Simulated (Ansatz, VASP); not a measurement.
# Cross-check of HfN2 between VASP and Ansatz, part 2 of 2

Wanted: the spread between two codes on one cell, functional and k mesh. The cell is invented: As first built, before any earlier steps moved the atoms (in the runner's words): it takes the WN2 structure with some of its atoms replaced by other elements, volume scaled by an estimate. It may not be a known or stable phase. The cell is taken from a series of VASP runs on this material, whose earlier steps may have relaxed, scaled or displaced it; both programs get it as it stands. Other levels of theory on this material are compared in a session of their own. Valence electrons are named where the data sets of a main pair hold unlike numbers.

VASP 6.6.1 and Ansatz 0.2.0.

So far: Set-up; VASP: band structure, PBEsol.

**3. Ansatz: band structure, PBEsol**

Level of this step: Ansatz beside VASP: Kohn-Sham DFT, plane waves, PBEsol (Ansatz).

Ansatz runs on its default PAW (the set named soft_2) files.

The same cell, functional, mesh and smearing now go to Ansatz, which takes its cutoff from its data sets.

File input.yaml:

```yaml
crystal:
  lattice:
    - [3.2267951798, -1.142e-07, 0.0]
    - [-1.6133982797, 2.7944862001, 0.0]
    - [0.0, 0.0, 3.7742408865]
  atoms:
    - { symbol: Hf, position: [0.66666667, 0.33333333, 0.5] }
    - { symbol: "N", position: [0.0, 0.0, 0.8118065567] }
    - { symbol: "N", position: [0.0, 0.0, 0.1881934433] }
hamiltonian:
  xc: pbesol
  pseudopotentials: { kind: paw }
kpoints:
  mp_grid: { grid: [8, 8, 6] }
  band_path:
    path:
      - [0.0, 0.0, 0.0]
      - [0.13333, 0.0, 0.0]
      - [0.3, 0.0, 0.0]
      - [0.46667, 0.0, 0.0]
      - [0.46667, 0.06667, 0.0]
      - [0.41111, 0.17778, 0.0]
      - [0.35556, 0.28889, 0.0]
      - [0.28889, 0.28889, 0.0]
      - [0.17778, 0.17778, 0.0]
      - [0.06667, 0.06667, 0.0]
      - [0.0, 0.0, 0.03333]
      - [0.0, 0.0, 0.2]
      - [0.0, 0.0, 0.36667]
      - [0.0, 0.0, 0.5]
      - [0.16667, 0.0, 0.5]
      - [0.3, 0.0, 0.5]
      - [0.46667, 0.0, 0.5]
      - [0.46667, 0.06667, 0.5]
      - [0.41111, 0.17778, 0.5]
      - [0.35556, 0.28889, 0.5]
      - [0.28889, 0.28889, 0.5]
      - [0.17778, 0.17778, 0.5]
      - [0.06667, 0.06667, 0.5]
      - [0.5, 0.0, 0.46667]
      - [0.5, 0.0, 0.3]
      - [0.5, 0.0, 0.13333]
      - [0.33333, 0.33333, 0.0]
      - [0.33333, 0.33333, 0.16667]
      - [0.33333, 0.33333, 0.33333]
      - [0.33333, 0.33333, 0.5]
    npoints: 1
scf:
  occupations: { method: gaussian, width: 0.05 }
  n_extra_bands: 7
output:
  forces: true
  stress: true
  eigenvalues: true
```

Run with:

```sh
> ansatz run input.yaml --threads 2 --pin off --max-ram 4608MiB --backend cpu --events-out ev --progress --plain --runs-dir out
```

Numbers of over 12 decimals in the logs are rounded to 6 here.

Log:

```text
Warning: the atoms were moved onto the symmetric positions of the space group found under crystal.symmetry.tolerance 1.0e-5 (fractional; no operation is sought that the atoms, as they stand in a round, miss by more than twice it, and no atom is moved by as much as it), and the run uses the moved positions. Before a round's move an operation carried an atom to 2.15e-8 Å from where it should land, the largest such dist [...]
scf.n_extra_bands = 7 over 18 filled bands (N_el = 36.0): the run solves 25 bands
Engine: ansatz 0.2.0, x86_64-unknown-linux-gnu
Pseudopotentials: kind: paw
Pseudopotential: Hf, paw, valence charge 26, recommended cutoff 420 eV (normal), Hf.paw.azcp
Pseudopotential: N, paw, valence charge 5, recommended cutoff 420 eV (normal), N.paw.azcp
Functional definition: PBEsol
  exchange = pbesol_x
  correlation = pbesol_c
Crystal: 3 atoms, lattice volume = 34.033 Å³
Basis set: ecut = 420 eV, 709 PW (Γ), exchange–correlation on 48×48×54 points (8 copies of the dense FFT grid, shifted against one another)
Bands: 25, of which v1, the nominal top of the filled ones, is band 18 counted from 1 (17 counted from 0)
Symmetry: 12 space group operations
Space group: P-6m2 (ITA 187), of the structure as read, at distance tolerance 3.2e-5 Å
k-points: 40 of 384 (time reversal used)
Non-local potential: Hf, projectors of the file, l = 0: 3, l = 1: 2, l = 2: 2, l = 3: 3
Non-local potential: N, projectors of the file, l = 0: 2, l = 1: 2, l = 2: 1
PAW form: soft (Blöchl's): semilocal exchange-correlation on the pseudo side does not see the compensation charge
PAW frozen core: Hf, regenerated for the run's functional, and the local potential with it (the file was generated under x = pbe(κ = 0.804, μ = 0.219515), c = pbe(β = 0.066725))
PAW frozen core: N, regenerated for the run's functional, and the local potential with it (the file was generated under x = pbe(κ = 0.804, μ = 0.219515), c = pbe(β = 0.066725))
PAW one-centre angular grid: Hf, 590 points (default); XC on 64 Gauss nodes
PAW one-centre angular grid: N, 110 points (default); XC on 64 Gauss nodes
Initial density: superposition of atomic densities (neutral atoms: chi_scale 0, normalization atom), corrected by the library's trained network
Initial wavefunctions: pseudopotential atomic-orbital guess
Functional: x = pbesol(κ = 0.804, μ = 0.123457), c = pbesol(β = 0.046)
SCF iter   1: F=—  HF=-16357.416458 eV  |F-HF|=—  |Δ(HF+E_count)|=         —  Δρ=9.44e-3  dr2=3.13e-2  ethr=1.77e-3  ⟨swp⟩=5.0  Hψ=3756  notcnv=0  defer=36
preconditioner: auto → LDOS  [metal: Δε(μ)=0.038 eV  Ē_g=19.208 eV  σ=0.050 eV  W_gap=0.38  n_scr=8 (ndim 8)  ℏωp=37.1 eV  f_vac=0.018  D(μ)=1.29/eV (n_scr^D=8)  β→1.0]
SCF iter   2: F=—  HF=-16357.412790 eV  |F-HF|=—  |Δ(HF+E_count)|=   3.67e-3  Δρ=3.86e-3  dr2=4.44e-3  ethr=8.70e-5  ⟨swp⟩=2.0  Hψ=1713  notcnv=0  defer=64
SCF iter   3: F=—  HF=-16357.412219 eV  |F-HF|=—  |Δ(HF+E_count)|=   5.71e-4  Δρ=1.65e-3  dr2=1.04e-3  ethr=1.23e-5  ⟨swp⟩=2.0  Hψ=1666  notcnv=0  defer=64
SCF iter   4: F=—  HF=-16357.412036 eV  |F-HF|=—  |Δ(HF+E_count)|=   1.83e-4  Δρ=4.49e-4  dr2=8.70e-5  ethr=2.89e-6  ⟨swp⟩=2.4  Hψ=1332  notcnv=0  defer=64
SCF iter   5: F=—  HF=-16357.412040 eV  |F-HF|=—  |Δ(HF+E_count)|=   3.76e-6  Δρ=1.07e-4  dr2=2.08e-6  ethr=2.42e-7  ⟨swp⟩=2.1  Hψ=1493  notcnv=0  defer=64
SCF iter   6: F=—  HF=-16357.412037 eV  |F-HF|=—  |Δ(HF+E_count)|=   3.01e-6  Δρ=3.70e-5  dr2=3.45e-7  ethr=5.78e-9  ⟨swp⟩=2.3  Hψ=1734  notcnv=0  defer=64
SCF iter   7: F=-16357.412037 eV  HF=-16357.412037 eV  |F-HF|=7.29e-9  |Δ(HF+E_count)|=   2.02e-8  Δρ=9.10e-6  dr2=1.42e-8  ethr=2.78e-10  ⟨swp⟩=8.7  Hψ=4242  notcnv=0
SCF 1 converged in 7 iterations: F = -16357.412037 eV  dr2 = 1.42e-8
  greatest PAW one-centre occupation: 0.998 electrons in one spin orbital (limit 2), on the Hf atom at site 0 (counted from 0), in its partial waves of l = 3
NSCF: frozen V_eff on 30 k-points
SCF converged after 7 iterations
Free energy (F): -16357.412037 eV
Harris-Foulkes:  -16357.412037 eV  (|F-HF|=7.29e-9)
Internal energy: -16357.411169 eV  (E = F + TS)
E sigma→0 (E₀):  -16357.411603 eV
Entropy (-TS):   -0.000868 eV (-0.289 meV/atom)
Fermi energy:    16.926768 eV
--- Per-component energies (eV) ---
  E_band       = 36.782928
  E_kinetic    = 686.120053
  E_local      = -5874.012485  (includes V_loc(G=0)·N_el)
  E_nonlocal   = -1146.201579
  E_hartree    = 2704.128138
  E_xc         = -416.857501
  E_vxc        = -418.171326  (∫ρ·V_xc dr)
  E_paw        = -7052.464056  (= ΣΔE_a)
  E_vpaw       = 1380.791789  (= ΣTr[D̂ρ^β])
  E_aug_tail   = 0.000190  (compensation charges beyond the density's cutoff)
  E_ewald      = -5259.431218
  E_core_change = 1.307289  (= ΣΔE_core)
  E_smearing   = -0.000868  (= −TS)
  E_closure    = -0.000000  (closes the sum)
  Σ components = -16357.412037   (vs F -16357.412037, Δ=0.00e0)
--- Forces (eV/Å), atoms counted from 1 ---
  atom   1  Hf    -0.00000000    -0.00000000     0.00000000
  atom   2  N     -0.00000000    -0.00000000     0.15161025
  atom   3  N     -0.00000000    -0.00000000    -0.15161025
  max |Σ_I F_I| component: 4.53e-16 eV/Å
--- Stress (GPa, compression-positive) ---
        1.651315      -0.000000       0.000000
       -0.000000       1.651315      -0.000000
        0.000000      -0.000000       0.582326
  P = ⅓ Tr σ = 1.2950 GPa (12.950 kbar)
--- Band table (eV; the first three rows and the last of 40) ---
  k-point 0: bands = [... 14 lower, 11.7540, 11.7540, 16.4865, 16.4865, 17.4331, 20.2782, 20.8870, 20.8870, ... 3 higher]
  k-point 1: bands = [... 14 lower, 11.9094, 11.9094, 15.9084, 15.9084, 17.7456, 20.1911, 21.4320, 21.4320, ... 3 higher]
  k-point 2: bands = [... 14 lower, 12.3153, 12.3153, 14.9026, 14.9026, 17.9935, 20.3784, 21.5042, 21.5042, ... 3 higher]
  k-point 39: bands = [... 14 lower, 11.8986, 12.4223, 14.4166, 15.7745, 18.8156, 21.0043, 21.9144, 23.1903, ... 3 higher]
```

The job ended after 3.2 s (2 threads of Intel Xeon Platinum 8488C (Sapphire Rapids), shared host; peak memory 0.4 GiB; 5.5 s of CPU time).

In the SCF lines HF is the Harris–Foulkes energy and dr2 the Hartree energy of the density residual, in eV; the loop may stop once dr2 is under the threshold and the program's other checks hold. Hψ counts applications of the Hamiltonian.

**4. Side by side**

Known differences besides the potentials themselves: the data sets hold 36 valence electrons in Ansatz (on its default PAW (the set named soft_2) files) and 20 in VASP; the cutoff is 420 eV in Ansatz and 520 eV in VASP; Ansatz makes its cores anew for this functional, VASP keeps those of its PBE data sets; VASP leaves aspherical gradient terms in its spheres out (LASPH is not set), Ansatz keeps them. Total energies have different zeros and are not compared.

Both answers:

```
                                        quantity  Ansatz  VASP  difference
                                  pressure (GPa)    1.29  0.01       +1.28
pressure without Ansatz's Pulay correction (GPa)    0.65  0.01       +0.64
```

At this near-relaxed geometry the largest component of a force difference is 150 meV/Å. Levels from 3 eV below to 2 eV above the Fermi level differ by 10 meV r.m.s. and 22 meV at most; each VASP level is matched to the nearest of Ansatz, which flatters the figure a little. Ansatz's pressure holds a Pulay correction of 0.64 GPa; VASP's holds none.

**5. Further runs**

Further runs change the set-up of one program: Ansatz's method, potentials or start, or VASP's data sets, cutoff or form of LDA. The table gives Ansatz less VASP for each quantity, since a change that brings one quantity closer may part another.

```
                                        run  r.m.s. force difference (meV/Å)  pressure (GPa)  pressure without Ansatz's Pulay correction (GPa)
                                   as above                               71             1.3                                              0.64
    Ansatz's larger PAW set (cutoff 900 eV)                               65             1.4                                               1.2
norm-conserving potentials (cutoff 1143 eV)                               36            0.77
```

**6. Outcome**

```json
{
 "r.m.s. force difference (band structure, PBEsol)": "71 meV/Å",
 "difference in pressure (band structure, PBEsol)": "1.3 GPa"
}
```

In words: The r.m.s. force difference is 71 meV/Å (band structure, PBEsol), beyond the 12 meV/Å picked in this series as the mark of a large difference. The data sets hold unlike numbers of valence electrons (36 in Ansatz and 20 in VASP), so part of the differences comes from the potentials. By the marks of this series, far apart in the band structure, PBEsol pair: the r.m.s. force difference, 71 meV/Å and the difference in pressure, 1.3 GPa. Band structure, PBEsol, Ansatz's larger PAW set (cutoff 900 eV): the difference in pressure without Ansatz's Pulay correction goes from 0.64 to 1.2 GPa. Band structure, PBEsol, norm-conserving potentials (cutoff 1143 eV): r.m.s. force difference goes from 71 to 36 meV/Å; the difference in pressure goes from 1.3 to 0.77 GPa. 9 further runs of this series are not shown here. How closely two codes agree says nothing of how well the functional describes the real material.

[Lines on the potential files, build, host, timing and source positions are cut from VASP's logs without a mark.]

[Logs are printed without paths, hosts, clocks, repeated set-up lines and the standing remarks that a program may print on its own settings, such as how far it seeks lower states.]

[Hosts, paths, dates, database ids (printed as entryN), source tags and the programs' standing remarks are cut or masked in the printed files.]
